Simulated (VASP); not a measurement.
Output of a VASP run:

**OSZICAR**
```
       N       E                     dE             d eps       ncg     rms          rms(c)
DAV:   1     0.452455068287E+02    0.45246E+02   -0.87825E+03  2912   0.150E+03
DAV:   2    -0.647566382824E+01   -0.51721E+02   -0.49980E+02  2857   0.728E+02
DAV:   3    -0.879348250435E+01   -0.23178E+01   -0.22216E+01  2991   0.637E+01
DAV:   4    -0.891127264357E+01   -0.11779E+00   -0.11219E+00  3066   0.104E+01
DAV:   5    -0.891526948886E+01   -0.39968E-02   -0.39841E-02  2882   0.185E+00    0.246E+01
DAV:   6    -0.889982637482E+01    0.15443E-01   -0.41168E-02  2779   0.451E+00    0.146E+01
DAV:   7    -0.890778516148E+01   -0.79588E-02   -0.76427E-02  2679   0.610E+00    0.403E-01
DAV:   8    -0.890766379912E+01    0.12136E-03   -0.56630E-03  2745   0.112E+00    0.824E-02
DAV:   9    -0.890768419797E+01   -0.20399E-04   -0.23132E-04  2864   0.243E-01    0.311E-02
DAV:  10    -0.890768120421E+01    0.29938E-05   -0.25439E-05  2835   0.804E-02    0.402E-02
DAV:  11    -0.890768124570E+01   -0.41494E-07   -0.13577E-06  1729   0.224E-02
   1 F= -.89076812E+01 E0= -.89087815E+01  d E =-.890768E+01
       N       E                     dE             d eps       ncg     rms          rms(c)
DAV:   1    -0.892463054769E+01   -0.16949E-01   -0.55588E-01  2461   0.171E+01    0.742E-01
DAV:   2    -0.891618539046E+01    0.84452E-02   -0.23661E-02  2564   0.239E+00    0.348E-01
DAV:   3    -0.891128554415E+01    0.48998E-02   -0.66521E-03  2780   0.168E+00    0.129E-01
DAV:   4    -0.891118923061E+01    0.96314E-04   -0.84818E-04  2747   0.456E-01    0.888E-02
DAV:   5    -0.891120160880E+01   -0.12378E-04   -0.66873E-05  3038   0.135E-01    0.897E-03
DAV:   6    -0.891119939652E+01    0.22123E-05   -0.21083E-06  1384   0.295E-02    0.241E-03
DAV:   7    -0.891119872416E+01    0.67235E-06   -0.12086E-06  1542   0.245E-02
   2 F= -.89111987E+01 E0= -.89122477E+01  d E =-.351748E-02
       N       E                     dE             d eps       ncg     rms          rms(c)
DAV:   1    -0.891142504001E+01   -0.22564E-03   -0.78012E-03  2484   0.203E+00    0.878E-02
DAV:   2    -0.891130638468E+01    0.11866E-03   -0.33545E-04  2639   0.290E-01    0.415E-02
DAV:   3    -0.891123784558E+01    0.68539E-04   -0.88311E-05  2749   0.196E-01    0.159E-02
DAV:   4    -0.891123627152E+01    0.15741E-05   -0.12944E-05  2752   0.581E-02    0.108E-02
DAV:   5    -0.891123709730E+01   -0.82578E-06   -0.42449E-07  1022   0.175E-02
   3 F= -.89112371E+01 E0= -.89122496E+01  d E =-.355585E-02
       N       E                     dE             d eps       ncg     rms          rms(c)
DAV:   1    -0.891235399375E+01   -0.11177E-02   -0.34470E-02  2279   0.485E+00    0.231E-01
DAV:   2    -0.891173956964E+01    0.61442E-03   -0.19891E-03  2651   0.817E-01    0.935E-02
DAV:   3    -0.891139768102E+01    0.34189E-03   -0.51346E-04  2664   0.485E-01    0.327E-02
DAV:   4    -0.891138189345E+01    0.15788E-04   -0.75751E-05  2796   0.158E-01    0.211E-02
DAV:   5    -0.891138040725E+01    0.14862E-05   -0.51699E-06  2171   0.429E-02    0.177E-03
DAV:   6    -0.891138049372E+01   -0.86462E-07   -0.61102E-07  1321   0.166E-02
   4 F= -.89113805E+01 E0= -.89123456E+01  d E =-.143396E-03
```

File OUTCAR:
```
------------------------ aborting loop because EDIFF is reached ----------------------------------------
  FORCE on cell =-STRESS in cart. coord.  units (eV):
  Direction    XX          YY          ZZ          XY          YZ          ZX
  --------------------------------------------------------------------------------------
  Total       -0.0065028     -0.0065028     -0.0030732      0.0000000      0.0000000      0.0000000
  in kB       -0.1785198     -0.1785198     -0.0843660      0.0000000      0.0000000      0.0000000
  external PRESSURE =      -0.1471352 kB  Pullay stress =       0.0000000 kB
  volume of cell :       58.36
      direct lattice vectors                 reciprocal lattice vectors
     1.754773850 -3.039357552 -0.000000000     0.284937002 -0.164508450  0.000000000
     1.754773850  3.039357552  0.000000000     0.284937002  0.164508450  0.000000000
    -0.000000000 -0.000000000  5.471352974     0.000000000 -0.000000000  0.182770149
 POSITION                                       TOTAL-FORCE (eV/Angst)
 -----------------------------------------------------------------------------------
      1.75477      1.01312      1.36784        -0.000000      0.000000      0.000000
      1.75477     -1.01312      4.10351         0.000000     -0.000000      0.000000
 -----------------------------------------------------------------------------------
    total drift:                                0.000001      0.000069     -0.000012
  FREE ENERGIE OF THE ION-ELECTRON SYSTEM (eV)
  ---------------------------------------------------
  free  energy   TOTEN  =        -8.9113804937 eV

  energy  without entropy=       -8.9142758643  energy(sigma->0) =       -8.91234562

 reached required accuracy - stopping structural energy minimisation
```
(Selected blocks of OUTCAR.)

**POSCAR**
```
Lu
1
    1.7500000000    -3.0310890000     0.0000000000
    1.7500000000     3.0310890000     0.0000000000
    0.0000000000     0.0000000000     5.5500000000
Lu
2
Direct
  0.3333330000   0.6666670000   0.2500000000
  0.6666670000   0.3333330000   0.7500000000
```

Question: Write an INCAR and KPOINTS that could have produced this output.

Answer: Several could match; the one computed here: the input of the run itself, PW91 GGA, plane waves, VASP's PBE PAW potentials (set 64).

**KPOINTS**
```
Regular mesh
0
G
 11 11 6
```

**INCAR**
```
! general
SYSTEM =Lu
PREC   =Accurate
ENCUT  =520
LREAL  =.FALSE.
LASPH  =.TRUE.

! electronic loop
EDIFF  =1E-6
NELM   =100
ALGO   =Normal
LMAXMIX=6

! smearing
ISMEAR =1
SIGMA  =0.1

! functional
GGA    =91

! ions
IBRION =2
NSW    =60
ISIF   =3
EDIFFG =-0.01

! output
LWAVE  =.FALSE.
LCHARG =.FALSE.
```

POTCAR, in this order: Lu_3 (PBE.64 set). Program: vasp_std.

The compound is Lu in the hcp structure. This run relaxes it. Symmetry was kept, so distortions that lower it aren't found.
